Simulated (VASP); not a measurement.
```xyz
3
Lattice="-1.5961 1.5961 3.8999 1.5961 -1.5961 3.8999 1.5961 1.5961 -3.8999" Properties=species:S:1:pos:R:3 pbc="T T T"
Si     0.0000     0.0000     5.1948
Si     1.5961     1.5961    -1.2949
W      0.0000     0.0000     0.0000
```

These are PBE GGA with D3 dispersion (Becke-Johnson damping), VASP's PBE PAW potentials (set 64) (plane waves; VASP) values and carry that method's errors. Run with 520 eV cut-off, Gaussian smearing of 0.050 eV, potentials Si W_sv.

Problem. Give the energies of bands 6 to 14 at the high-symmetry points, in eV from the Fermi level.

Solution. 
```tsv
band	Γ	X	P	N	M	S	R
6	-6.96	-7.15	-6.74	-9.94	-11.11	-9.43	-8.25
7	-3.76	-6.10	-6.72	-5.81	-3.93	-7.85	-6.00
8	-3.40	-5.52	-6.72	-4.92	-2.65	-3.11	-5.21
9	-2.90	-5.10	-3.07	-2.84	-0.85	-2.71	-4.13
10	-2.90	-3.34	-2.46	-2.81	-0.85	-2.54	-3.20
11	0.66	-1.74	-2.46	-0.45	-0.51	-0.34	-2.31
12	2.84	2.80	0.09	2.80	-0.51	1.78	1.97
13	2.84	3.08	3.08	2.81	0.84	2.59	2.18
14	3.17	3.23	3.77	3.98	4.51	3.54	3.12
```

It has no gap at this level: it comes out as a metal or semimetal.

The compound is WSi2 in the MoSi2 type structure. It was relaxed first.
